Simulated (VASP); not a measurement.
## Cl2BSeH: single point with revPBE+D3(BJ)

The system is Cl2BSeH, in a box.

```
Cl B Se H
1.0
    12.00000    0.00000    0.00000
     0.00000   13.00000    0.00000
     0.00000    0.00000   13.00000
Cl B Se H
2 1 1 1
Direct
  0.53055 0.52310 0.61937
  0.59657 0.36842 0.45730
  0.52613 0.48058 0.49223
  0.44582 0.55238 0.38586
  0.40560 0.63482 0.45353
```

| Quantity | Value |
| --- | --- |
| Program | VASP 6.6.1 |
| Task | single point |
| Functional | revPBE |
| Dispersion | D3(BJ) |
| Potentials or basis | VASP PAW PBE potentials, release 64 (Cl, B, Se, H) |
| Cutoff | 520 eV |
| k mesh | 1 × 1 × 1 |
| Occupations | gaussian, width 0.01 eV |
| Spin | no spin polarisation |

```json
{
  "Largest force": "0.505 eV/Å",
  "Gap between the frontier levels": "4.35 eV",
  "Dispersion energy per atom": "-0.076 eV"
}
```

Forces on the atoms (eV/Å):
```
Cl   0.010  0.106  0.313
Cl   0.153 -0.275 -0.113
B    0.018  0.009  0.100
Se  -0.090 -0.051 -0.494
H   -0.091  0.212  0.194
```

Levels at points of the mesh, in eV from the valence-band top:
```
           k point  band 10  band 11  band 12  band 13  band 14  band 15
(0.00, 0.00, 0.00)    -1.20    -1.00     0.00     4.35     5.40     5.85
```

It took 2.9 min on 1 thread of Intel(R) Xeon(R) Platinum 8259CL CPU @ 2.50GHz (Skylake/Cascade Lake) (shared host), peak memory 1.5 GiB.

Caveat: the PAW data sets were made with another functional, which shifts forces and pressure a little. revPBE gaps usually lie below the measured ones, often by a third to a half.
